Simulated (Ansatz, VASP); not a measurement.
# Cross-check of SnTe between VASP and Ansatz

Aim: how closely do two programs agree when they are given the same cell, functional and k mesh? The cell is taken from a series of VASP runs on this material, whose earlier steps may have relaxed, scaled or displaced it; both programs get it as it stands.

Calculated with Ansatz 0.2.0; plane waves, with VASP 6.6.1 beside it; relaxation of cell and atoms at r2SCAN.

### 1. The structure

The structure is cubic, space group Fm-3m (No. 225). Conventional cell: a = 6.364 Å, b = 6.364 Å, c = 6.364 Å, α = 90.00°, β = 90.00°, γ = 90.00°. Nearest to Te lie 6 Sn at 3.18 Å. Nearest to Sn lie 6 Te at 3.18 Å. Farther neighbours and most contacts between anions are not listed.

As a file:

```cif
data_structure
_symmetry_space_group_name_H-M 'P 1'
_symmetry_Int_Tables_number 1
_cell_length_a 4.5001
_cell_length_b 4.5001
_cell_length_c 4.5001
_cell_angle_alpha 60.000
_cell_angle_beta 60.000
_cell_angle_gamma 60.000
_cell_volume 64.44
loop_
_atom_site_label
_atom_site_type_symbol
_atom_site_fract_x
_atom_site_fract_y
_atom_site_fract_z
_atom_site_occupancy
Te1 Te 0.50000 0.50000 0.50000 1
Sn2 Sn 0.00000 0.00000 0.00000 1
```

### 2. VASP: relaxation of cell and atoms, r2SCAN

The relaxed volume is the usual yardstick between codes: its relative difference is about their pressure difference at one cell divided by the bulk modulus.

Lines of VASP's logs that name or quote its potential files are left out, and so is its time.

File INCAR:

```
SYSTEM = SnTe
PREC = Accurate
ENCUT = 450
EDIFF = 1E-06
NELM = 100
ISMEAR = 0
SIGMA = 0.03
LREAL = .FALSE.
ALGO = Normal
METAGGA = R2SCAN
LASPH = .TRUE.
NBANDS = 16
LORBIT = 11
LWAVE = .FALSE.
LCHARG = .FALSE.
KPAR = 4
IBRION = 2
NSW = 50
ISIF = 3
EDIFFG = -0.006
```

File POSCAR:

```
SnTe
1.0
    0.0000000000      3.1820485636      3.1820485636
    3.1820485636      0.0000000000      3.1820485636
    3.1820485636      3.1820485636      0.0000000000
Te Sn
1 1
Direct
    0.5000000000      0.5000000000      0.5000000000
    0.0000000000      0.0000000000      0.0000000000
```

File KPOINTS:

```
Automatic mesh
0
Gamma
6 6 6
0 0 0
```

The projector-augmented-wave data sets are Te and Sn_d (PBE family, release 64).

Launch:

```sh
> mpirun -np 4 vasp_std
```

Numbers of over 12 decimals in the logs are rounded to 6 here.

What it wrote:

```text
[banner, memory and clock lines left out]
running    4 mpi-ranks, on    1 nodes
 distrk:  each k-point on    1 cores,    4 groups
 distr:  one band on    1 cores,    1 groups

 POSCAR found type information on POSCAR TeSn
 POSCAR found :  2 types and       2 ions
|                                                                             |
|               ----> ADVICE to this user running VASP <----                  |
|                                                                             |
|     You enforced a specific xc type in the INCAR file but a different       |
|     [... a line on the potential file left out ...]
|     I HOPE YOU KNOW WHAT YOU ARE DOING!                                     |
|                                                                             |

 LDA part: xc-table for (None), standard interpolation
 POSCAR, INCAR and KPOINTS ok, starting setup
 FFT: planning ... GRIDC
 FFT: planning ... GRID_SOFT
 FFT: planning ... GRID
 WAVECAR not read
 entering main loop
       N       E                     dE             d eps       ncg     rms          rms(c)
DAV:   1     0.695435646263E+02    0.69544E+02   -0.91436E+03   528   0.133E+03
DAV:   2    -0.442498791540E+02   -0.11379E+03   -0.11130E+03   568   0.322E+02
DAV:   3    -0.535468704025E+02   -0.92970E+01   -0.92592E+01   648   0.868E+01
DAV:   4    -0.537822156478E+02   -0.23535E+00   -0.23531E+00   616   0.150E+01
DAV:   5    -0.537933725303E+02   -0.11157E-01   -0.11157E-01   768   0.296E+00    0.461E+00
DAV:   6    -0.506791544357E+02    0.31142E+01   -0.73997E-01   648   0.124E+01    0.316E+00
DAV:   7    -0.506785094843E+02    0.64495E-03   -0.10216E-01   608   0.227E+00    0.102E+00
DAV:   8    -0.506819546214E+02   -0.34451E-02   -0.73481E-03   656   0.684E-01    0.488E-01
DAV:   9    -0.506823244432E+02   -0.36982E-03   -0.14723E-03   600   0.195E-01    0.160E-01
DAV:  10    -0.506824118105E+02   -0.87367E-04   -0.14556E-04   688   0.110E-01    0.539E-02
DAV:  11    -0.506824353728E+02   -0.23562E-04   -0.51727E-05   664   0.636E-02    0.293E-02
DAV:  12    -0.506824349707E+02    0.40206E-06   -0.56011E-06   624   0.356E-02
   1 F= -.50682435E+02 E0= -.50682430E+02  d E =-.506824E+02
 curvature:   0.00 expect dE= 0.000E+00 dE for cont linesearch  0.000E+00
 trial: gam= 0.00000 g(F)=  0.200E-62 g(S)=  0.166E-02 ort = 0.000E+00 (trialstep = 0.100E+01)
 search vector abs. value=  0.166E-02
 bond charge predicted
       N       E                     dE             d eps       ncg     rms          rms(c)
DAV:   1    -0.507009692703E+02   -0.18534E-01   -0.42175E-01   632   0.976E+00    0.796E-01
DAV:   2    -0.506865993310E+02    0.14370E-01   -0.24714E-02   648   0.233E+00    0.347E-01
DAV:   3    -0.506829625650E+02    0.36368E-02   -0.10905E-02   656   0.153E+00    0.673E-02
DAV:   4    -0.506828655811E+02    0.96984E-04   -0.34389E-04   552   0.180E-01    0.346E-02
DAV:   5    -0.506828308104E+02    0.34771E-04   -0.44129E-05   704   0.560E-02    0.201E-02
DAV:   6    -0.506828272328E+02    0.35776E-05   -0.98705E-06   592   0.255E-02    0.534E-03
DAV:   7    -0.506828276723E+02   -0.43946E-06   -0.61664E-07   408   0.956E-03
   2 F= -.50682828E+02 E0= -.50682827E+02  d E =-.392702E-03
 trial-energy change:   -0.000393  1 .order   -0.000491   -0.001665    0.000682
 step:   0.6522(harm=  0.7093)  dis= 0.00000  next Energy=   -50.682950 (dE=-0.515E-03)
 bond charge predicted
       N       E                     dE             d eps       ncg     rms          rms(c)
DAV:   1    -0.506851345438E+02   -0.23073E-02   -0.50453E-02   632   0.331E+00    0.279E-01
DAV:   2    -0.506833807880E+02    0.17538E-02   -0.30253E-03   640   0.820E-01    0.121E-01
DAV:   3    -0.506829467898E+02    0.43400E-03   -0.13020E-03   664   0.530E-01    0.232E-02
DAV:   4    -0.506829399294E+02    0.68604E-05   -0.41314E-05   552   0.623E-02    0.120E-02
DAV:   5    -0.506829396809E+02    0.24846E-06   -0.50964E-06   680   0.188E-02
   3 F= -.50682940E+02 E0= -.50682939E+02  d E =-.504710E-03
 curvature:  -0.34 expect dE=-0.127E-05 dE for cont linesearch -0.127E-05
 trial: gam=-0.04512 g(F)=  0.551E-60 g(S)=  0.373E-05 ort = 0.788E-04 (trialstep = 0.930E+00)
 search vector abs. value=  0.848E-08
 reached required accuracy - stopping structural energy minimisation
```

Parts of OUTCAR (step 2):

```text
ion  position               nearest neighbor table
   1  0.500  0.500  0.500-   2 3.18   2 3.18   2 3.18   2 3.18   2 3.18   2 3.18
   2  0.000  0.000  0.000-   1 3.18   1 3.18   1 3.18   1 3.18   1 3.18   1 3.18

  LATTYP: Found a face centered cubic cell.
 ALAT       =     6.3640971272

 Subroutine GETGRP returns: Found 48 space group operations
 (whereof 48 operations were pure point group operations)

The static configuration has the point symmetry O_h .

 Found     16 irreducible k-points:

   k-points           NKPTS =     16   k-points in BZ     NKDIM =     16   number of bands    NBANDS=     16

   dimension x,y,z NGX =    32 NGY =   32 NGZ =   32
   dimension x,y,z NGXF=    64 NGYF=   64 NGZF=   64

   ENCUT  =  450.0 eV  33.07 Ry    5.75 a.u.   7.78  7.78  7.78*2*pi/ulx,y,z

   NELECT =      20.0000    total number of electrons

 k-points in reciprocal lattice and weights: Automatic mesh
   0.00000000  0.00000000  0.00000000       0.005
   0.16666667  0.00000000  0.00000000       0.037
   0.33333333  0.00000000  0.00000000       0.037
   0.50000000  0.00000000  0.00000000       0.019
   0.16666667  0.16666667  0.00000000       0.028
   0.33333333  0.16666667  0.00000000       0.111
   0.50000000  0.16666667  0.00000000       0.111
  -0.33333333  0.16666667  0.00000000       0.111
  -0.16666667  0.16666667  0.00000000       0.056
[...]
-0.33333333  0.33333333  0.16666667       0.111
  -0.33333333  0.50000000  0.16666667       0.056

 average (electrostatic) potential at core
       1 -93.1093       2-106.6614

 E-fermi :   6.6248

 k-point     1 :       0.0000    0.0000    0.0000
  band No.  band energies     occupation
    ...
      6      -6.6571      2.00000
      7       1.6687      2.00000
      8       4.1796      2.00000
      9       4.1796      2.00000
     10       4.1796      2.00000
     11       9.9158      0.00000
     12       9.9158      0.00000
     13       9.9158      0.00000
     14      11.5960      0.00000
     15      11.5960      0.00000
    ...

 k-point     2 :       0.1667    0.0000    0.0000
  band No.  band energies     occupation
    ...
      6      -6.4257      2.00000
      7       0.5097      2.00000
      8       4.2304      2.00000
      9       4.2304      2.00000
     10       4.9954      2.00000
     11       8.8570      0.00000
     12       8.8570      0.00000
     13       8.9593      0.00000
     14      11.6036      0.00000
     15      12.1559      0.00000
    ...

 k-point     3 :       0.3333    0.0000    0.0000
  band No.  band energies     occupation
    ...
      6      -5.8271      2.00000
      7      -1.1913      2.00000
      8       4.3981      2.00000
      9       4.3981      2.00000
     10       5.8905      2.00000
     11       7.4871      0.00000
     12       7.4871      0.00000
     13       7.6166      0.00000
     14      12.7126      0.00000
     15      13.6948      0.00000
    ...

  Total        0.0071832      0.0071832      0.0071832     -0.0000000     -0.0000000      0.0000000
  in kB        0.1773263      0.1773263      0.1773263     -0.0000000     -0.0000000      0.0000000
  external PRESSURE =       0.1773263 kB  Pullay stress =       0.0000000 kB

  energy-cutoff  :      450.00
  volume of cell :       64.90
      direct lattice vectors                 reciprocal lattice vectors
     0.000000000  3.189640838  3.189640838    -0.156757461  0.156757461  0.156757461
     3.189640838  0.000000000  3.189640838     0.156757461 -0.156757461  0.156757461
     3.189640838  3.189640838  0.000000000     0.156757461  0.156757461 -0.156757461

 POSITION                                       TOTAL-FORCE (eV/Angst)
 -----------------------------------------------------------------------------------
      3.18964      3.18964      3.18964         0.000000      0.000000     -0.000000
      0.00000      0.00000      0.00000        -0.000000     -0.000000      0.000000
 -----------------------------------------------------------------------------------
    total drift:                               -0.000000     -0.000000     -0.000000

  FREE ENERGIE OF THE ION-ELECTRON SYSTEM (eV)
  ---------------------------------------------------
  free  energy   TOTEN  =       -50.6829396809 eV

  energy  without entropy=      -50.6829377624  energy(sigma->0) =      -50.68293872

 reached required accuracy - stopping structural energy minimisation

 total charge
# of ion       s       p       d       tot
------------------------------------------
    1        1.383   2.003   0.027   3.413
    2        1.352   0.723   9.978  12.052
--------------------------------------------------
tot          2.735   2.726  10.004  15.465

[... 3 further parts left out ...]
```

### 3. Ansatz: relaxation of cell and atoms, r2SCAN

Ansatz runs on its default PAW (the set named soft_2) files.

The same cell, functional, mesh and smearing now go to Ansatz, which takes its cutoff from its data sets.

File input.yaml:

```yaml
crystal:
  lattice:
    - [0.0, 3.1820485636, 3.1820485636]
    - [3.1820485636, 0.0, 3.1820485636]
    - [3.1820485636, 3.1820485636, 0.0]
  atoms:
    - { symbol: Te, position: [0.5, 0.5, 0.5] }
    - { symbol: Sn, position: [0.0, 0.0, 0.0] }
hamiltonian:
  xc: r2scan
  pseudopotentials: { kind: paw }
kpoints:
  mp_grid: { grid: [6, 6, 6] }
scf:
  occupations: { method: gaussian, width: 0.03 }
relax:
  f_tol: 0.01
  max_steps: 60
  cell: { stress_tol: 0.05 }
output:
  forces: true
  stress: true
  write_density: true
  write_potential: true
  elf: true
  volumetric_format: npy
```

Launch:

```sh
> ansatz run input.yaml --threads 4 --pin off --max-ram 9216MiB --backend cpu --events-out ev --progress --plain --runs-dir out
```

What it wrote:

```text
Engine: ansatz 0.2.0, aarch64-unknown-linux-gnu
Pseudopotentials: kind: paw
Pseudopotential: Te, paw, valence charge 16, recommended cutoff 500 eV (meta_gga), Te.paw.azcp
Pseudopotential: Sn, paw, valence charge 14, recommended cutoff 500 eV (meta_gga), Sn.paw.azcp
Functional definition: r2SCAN
  parameter k0 = 0.174
  parameter k1 = 0.065
  parameter a1 = 4.9479
  exchange = r2scan_x(k0 = k0, k1 = k1, a1 = a1)
  correlation = r2scan_c
Crystal: 2 atoms, lattice volume = 64.439 Å³
Basis set: ecut = 500 eV, 1639 PW (Γ), exchange–correlation on 144×144×144 points (64 copies of the dense FFT grid, shifted against one another)
Bands: 19, of which v1, the nominal top of the filled ones, is band 15 counted from 1 (14 counted from 0)
Symmetry: 48 space group operations
Space group: Fm-3m (ITA 225), of the structure as read, at distance tolerance 4.0e-5 Å
k-points: 16 of 216
Non-local potential: Te, projectors of the file, l = 0: 2, l = 1: 2, l = 2: 2, l = 3: 2
Non-local potential: Sn, projectors of the file, l = 0: 2, l = 1: 2, l = 2: 2, l = 3: 2
PAW form: soft (Blöchl's): semilocal exchange-correlation on the pseudo side does not see the compensation charge
PAW frozen core: Te, regenerated for the run's functional (the file was generated under x = pbe(κ = 0.804, μ = 0.219515), c = pbe(β = 0.066725))
PAW frozen core: Sn, regenerated for the run's functional (the file was generated under x = pbe(κ = 0.804, μ = 0.219515), c = pbe(β = 0.066725))
PAW one-centre angular grid: Te, 590 points (default); XC on 160 Gauss nodes
PAW one-centre angular grid: Sn, 590 points (default); XC on 249 of its mesh's 2787 points in the sphere
Initial density: superposition of atomic densities (neutral atoms: chi_scale 0, normalization atom), corrected by the library's trained network
Initial wavefunctions: pseudopotential atomic-orbital guess
Functional: x = r2scan, c = r2scan; τ floored in thin density (d = 2e-4 eV/Å³)
SCF iter   1: F=—  HF=-13033.973208 eV  |F-HF|=—  |Δ(HF+E_count)|=         —  Δρ=3.43e-3  dr2=5.70e-3  dr2_τ=5.75e-4  ethr=1.77e-3  ⟨swp⟩=6.8  Hψ=1654  notcnv=0
preconditioner: auto → none  [insulator: Δε(μ)=0.097 eV  Ē_g=9.033 eV  σ=0.030 eV  W_gap=0.98  n_scr=14 (ndim 8)  ℏωp=14.6 eV  f_vac=0.011  D(μ)=0.10/eV (n_scr^D=0)  ε∞_Penn≈3.6]
SCF iter   2: F=—  HF=-13033.981298 eV  |F-HF|=—  |Δ(HF+E_count)|=   8.09e-3  Δρ=1.27e-3  dr2=7.68e-4  dr2_τ=3.10e-5  ethr=1.90e-5  ⟨swp⟩=2.0  Hψ=656  notcnv=0
SCF iter   3: F=—  HF=-13033.981592 eV  |F-HF|=—  |Δ(HF+E_count)|=   2.94e-4  Δρ=4.12e-4  dr2=5.28e-5  dr2_τ=3.52e-6  ethr=2.56e-6  ⟨swp⟩=2.0  Hψ=533  notcnv=0
SCF iter   4: F=—  HF=-13033.981614 eV  |F-HF|=—  |Δ(HF+E_count)|=   2.18e-5  Δρ=1.02e-4  dr2=2.39e-6  dr2_τ=8.43e-8  ethr=1.76e-7  ⟨swp⟩=2.0  Hψ=464  notcnv=0
iter 5 did not close the SCF: its close was put off for the readings that it lacked (scf_convergence_deferred on its scf_iter line)
SCF iter   5: F=-13033.981617 eV  HF=-13033.981617 eV  |F-HF|=1.66e-8  |Δ(HF+E_count)|=   2.42e-6  Δρ=1.10e-5  dr2=5.74e-8  dr2_τ=1.06e-9  ethr=7.98e-9  ⟨swp⟩=3.0  Hψ=472  notcnv=0
SCF iter   6: F=-13033.981617 eV  HF=-13033.981617 eV  |F-HF|=2.27e-9  |Δ(HF+E_count)|=   8.17e-9  Δρ=4.42e-6  dr2=1.07e-8  dr2_τ=1.21e-10  ethr=1.91e-10  ⟨swp⟩=6.4  Hψ=1907  notcnv=0
SCF 1 converged in 6 iterations: F = -13033.981617 eV  dr2 = 1.07e-8
  greatest PAW one-centre occupation: 0.997 electrons in one spin orbital (limit 2), on the Te atom at site 0 (counted from 0), in its partial waves of l = 2
relax step   1: F+E_penalty+E_count = -13033.98161654 eV  Δ(F+E_penalty+E_count) = +0.000e0 eV  max|allowed force component| = 1.893e-29 eV/Å  Δτ_max = 0.0000 Å  P = +0.316 GPa  Ω = 64.439 Å³  (6 SCF iters, dr2 threshold 1.00e-7 eV, accepted)
[...]
relax step   2: F+E_penalty+E_count = -13033.98195891 eV  Δ(F+E_penalty+E_count) = -3.424e-4 eV  max|allowed force component| = 1.880e-29 eV/Å  Δτ_max = 0.0000 Å  P = -0.107 GPa  Ω = 65.041 Å³  energy of the carried Pulay correction = -4.271e-5 eV  (6 SCF iters, dr2 threshold 2.00e-7 eV, accepted)
[...]
relax step   3: F+E_penalty+E_count = -13033.98202188 eV  Δ(F+E_penalty+E_count) = -6.297e-5 eV  max|allowed force component| = 8.612e-30 eV/Å  Δτ_max = 0.0000 Å  P = -0.002 GPa  Ω = 64.888 Å³  energy of the carried Pulay correction = -3.188e-5 eV  (5 SCF iters, dr2 threshold 2.86e-8 eV, accepted)
[...]
relax step   4: F+E_penalty+E_count = -13033.98205580 eV  Δ(F+E_penalty+E_count) = -3.392e-5 eV  max|allowed force component| = 9.926e-30 eV/Å  Δτ_max = 0.0000 Å  P = -0.001 GPa  Ω = 64.888 Å³  stress off target by 1.04e-3 GPa  SCF on the basis re-selected at this cell (its energy is not comparable with the rows above)  (5 SCF iters)
basis re-selected at this cell: Δ(F+E_penalty+E_count) = -3.392e-5 eV, ΔP = +0.001 GPa vs the last step (what re-selecting the basis moved, of the pressure what is left beyond the Pulay correction that the steps carried, after the strain that the cell walked since its last selection, with what the two solves' SCF thresholds leave and, on support functions, any second-order correction that the steps lacked; it is no m [...]
SCF converged after 5 iterations
Free energy (F): -13033.982056 eV
Harris-Foulkes:  -13033.982056 eV  (|F-HF|=2.18e-11)
Internal energy: -13033.982054 eV  (E = F + TS)
E sigma→0 (E₀):  -13033.982055 eV
Entropy (-TS):   -0.000002 eV (-0.001 meV/atom)
Fermi energy:    9.260686 eV
--- Per-component energies (eV) ---
  E_band       = -389.020218
  E_kinetic    = 364.727854
  E_local      = -2209.158021  (includes V_loc(G=0)·N_el)
  E_nonlocal   = -343.710822
  E_hartree    = 1375.895925
  E_xc         = -490.635812
  E_vxc        = -216.675140  (∫ρ·V_xc dr)
  E_paw        = -8842.002928  (= ΣΔE_a)
  E_vpaw       = -749.378841  (= ΣTr[D̂ρ^β])
  E_aug_tail   = -0.000037  (compensation charges beyond the density's cutoff)
  E_vtau       = 13.382954  (kinetic-family band-sum trace: ∫τ·v_τ [+ j·A + Jᵃ·Aᵃ] dr)
  E_ewald      = -2890.118388
  E_core_change = 1.020175  (= ΣΔE_core)
  E_smearing   = -0.000002  (= −TS)
  E_closure    = -0.000000  (closes the sum)
  Σ components = -13033.982056   (vs F -13033.982056, Δ=0.00e0)
--- Forces (eV/Å), atoms counted from 1 ---
  atom   1  Te     0.00000000    -0.00000000     0.00000000
  atom   2  Sn    -0.00000000    -0.00000000     0.00000000
  max |Σ_I F_I| component: 2.01e-29 eV/Å
--- Stress (GPa, compression-positive) ---
       -0.001038      -0.000000      -0.000000
       -0.000000      -0.001038      -0.000000
       -0.000000      -0.000000      -0.001038
  P = ⅓ Tr σ = -0.0010 GPa (-0.010 kbar)
--- Band table (eV; the first three rows and the last of 16) ---
  k-point 0: bands = [... 11 lower, 4.3074, 6.8128, 6.8128, 6.8128, 12.5483, 12.5483, 12.5483, 14.2494]
  k-point 1: bands = [... 11 lower, 3.1467, 6.8633, 6.8633, 7.6302, 11.4924, 11.4924, 11.5940, 14.2477]
  k-point 2: bands = [... 11 lower, 1.4449, 7.0303, 7.0303, 8.5263, 10.1229, 10.1229, 10.2522, 15.3546]
  k-point 15: bands = [... 11 lower, 1.7312, 3.8248, 4.6800, 7.1258, 11.2803, 12.8996, 14.6190, 14.8789]
--- Relaxed structure (3 steps of the walk, 3 accepted, 1 SCFs on fresh bases) ---
  F+E_penalty+E_count = -13033.98205580 eV   max|allowed force component| = 9.926e-30 eV/Å   (the final SCF, on the basis selected at the relaxed cell)
  cell:  # Å, volume = 64.8877 Å³
    - [0, 3.189413, 3.189413]
    - [3.189413, 0, 3.189413]
    - [3.189413, 3.189413, 0]
  atoms:
    - { symbol: Te, position: [0.5, 0.5, 0.5] }
    - { symbol: Sn, position: [0, 0, 0] }
```

Wall time 5 s (4 threads of Arm Neoverse V2, shared host); peak memory 0.55 GiB; 17 s of CPU time.

### 4. Side by side

Known differences besides the potentials themselves: VASP keeps PBE cores, Ansatz makes them for the functional; both relaxations stop at a tolerance, which leaves soft axes loose, and VASP keeps its plane-wave basis; the data sets hold 30 valence electrons in Ansatz (default PAW (the set named soft_2) files) and 20 in VASP; the cutoff is 500 eV in Ansatz and 450 eV in VASP; Ansatz adds a Pulay correction to the stress that steers its cell, VASP none. Total energies have different zeros and are not compared.

Both answers:

| quantity | Ansatz | VASP | difference |
| --- | --- | --- | --- |
| volume (Å³) | 64.89 | 64.90 | -0.02 % |
| edge a after relaxation, in the typed setting (Å) | 4.511 | 4.511 | -0.01 % |

The walks stopped with 0.00 GPa left in Ansatz and 0.02 GPa in VASP; each walk ends within a tolerance, so the volume difference is uncertain by about these residues over the bulk modulus, most in soft cells.

### 5. What came out

```
difference in volume (relaxation of cell and atoms, r2SCAN) : -0.021 %
```

In words: The difference in volume is -0.021 % (relaxation of cell and atoms, r2SCAN), within the 1.2 % picked in this series as the mark of a large difference, as far as the stopping tolerances let one tell. How closely two codes agree says nothing of how well the functional describes the real material.

[Lines on the potential files, build, host, timing and source positions are cut from VASP's logs without a mark.]

[Logs are printed without paths, hosts, clocks, repeated set-up lines and the standing remarks that a program may print on its own settings, such as how far it seeks lower states.]

[Hosts, paths, dates, database ids (printed as entryN), source tags and the programs' standing remarks are cut or masked in the printed files.]
